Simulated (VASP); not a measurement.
Here is the system:

```
AuIr3
1.0
   -0.00224     3.89683     3.87883
    3.89683    -0.00224     3.87883
    1.94729     1.94729     0.00000
Ir Au
3 1
Direct
  0.00000   0.00000   0.00000
  0.00000   0.50000   0.00000
  0.50000   0.00000   0.00000
  0.50000   0.50000   0.00000
```

Calculation: PBEsol GGA, VASP's PBE PAW potentials (set 64) (plane waves; VASP). Settings: 400 eV cut-off, 9×9×18 Γ-centred mesh, tetrahedra with Blöchl corrections, potentials Ir Au.

The job: AuIr3 (ordered alloy cell), 4 atoms, PBEsol, static run, 400 eV, 9×9×18 Γ-centred mesh. Roughly how much core time does it take on a busy server core?

About 4 core-minutes (one run on a shared machine, a rough figure). It had 250 irreducible k-points, 23 bands, up to 1092 plane waves and 16 electronic steps.

The structure was generated: AuIr3 was put into an ordered model structure (Cmmm), which need not be its known phase. It was relaxed first.
